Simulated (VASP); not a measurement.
```yaml
crystal:
  lattice:
    - [0.00000, 2.90945, 2.90945]
    - [2.90945, 0.00000, 2.90945]
    - [2.90945, 2.90945, 0.00000]
  atoms:
    - { symbol: Ca, position: [0.00000, 0.00000, 0.00000] }
    - { symbol: B, position: [0.25000, 0.25000, 0.25000] }
    - { symbol: B, position: [0.75000, 0.75000, 0.75000] }
```

Method: PBEsol GGA, VASP's PBE PAW potentials (set 64) (plane waves; VASP). Run with 600 eV cut-off, 8×8×8 Γ-centred mesh, first-order Methfessel-Paxton smearing of 0.10 eV, potentials Ca_sv B.

Question: What does the run give for the energy per atom (σ→0), band gap (on the k-mesh) with the smallest direct gap where there is one?

Answer: 
```json
{
  "band gap (on the k-mesh)": "none (metal, semimetal or under 0.01 eV)",
  "energy per atom (σ→0)": "-339.3 kJ/mol-atom"
}
```

The structure was generated: CaB2 was put into the fluorite type (Fm-3m), which need not be its known phase. It was relaxed first, which changed the volume by -15 %.
